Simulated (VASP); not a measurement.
```
Ni3Si
1.0
    3.50601     0.00000     0.00000
    0.00000     3.50601     0.00000
    0.00000     0.00000     3.50601
Si Ni
1 3
Direct
  0.00000   0.00000   0.00000
  0.00000   0.50000   0.50000
  0.50000   0.00000   0.50000
  0.50000   0.50000   0.00000
```

All values below come from PBE GGA, VASP's PBE PAW potentials (set 64) (plane waves; VASP). Run with 520 eV cut-off, 10×10×10 Γ-centred mesh, tetrahedra with Blöchl corrections, potentials Si Ni.

**Question.** The job: Ni₃Si (L1_2), 4 atoms, PBE, static run, 520 eV, 10×10×10 Γ-centred mesh. Roughly how much core time does it take on a busy server core?

**Answer.** About 30 core-seconds (one run on a shared machine, a rough figure). It had 56 irreducible k-points, 21 bands, up to 1189 plane waves and 17 electronic steps.

The compound is Ni3Si in the L1_2 structure. It was relaxed first. The run is not spin-polarised, so no magnetic state was tried.
